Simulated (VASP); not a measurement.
MoSb (relaxed from the NiAs type structure, space group P6_3/mmc): computed properties

The numbers are results of r2SCAN meta-GGA, VASP's PBE PAW potentials (set 64) (plane waves; VASP), not measurements.

```json
{
 "space_group": "P6_3/mmc (194)",
 "cell": "a = b = 3.565 Å, c = 7.163 Å, α = β = 90.00°, γ = 120.00°",
 "volume_per_atom": "19.71 Å^3/atom",
 "band gap (over mesh and band path)": "none (metal, semimetal or under 0.01 eV)",
 "density": "9.17 g/cm³"
}
```

Space group P6₃/mmc (No. 194); a = b = 3.565 Å, c = 7.163 Å, α = β = 90.00°, γ = 120.00°

| atom | site | symmetry | x | y | z |
|---|---|---|---|---|---|
| Mo | 2a | -3m. | 0.0000 | 0.0000 | 0.0000 |
| Sb | 2c | -6m2 | 0.3333 | 0.6667 | 0.2500 |

Unless said otherwise, spin-orbit coupling is left out, though it shifts the bands of the heavy elements here.

The structure was generated: MoSb was put into the NiAs type type (P6_3/mmc), which need not be its known phase. It was relaxed first, which changed the volume by -36 %. Symmetry was kept, so distortions that lower it aren't found.
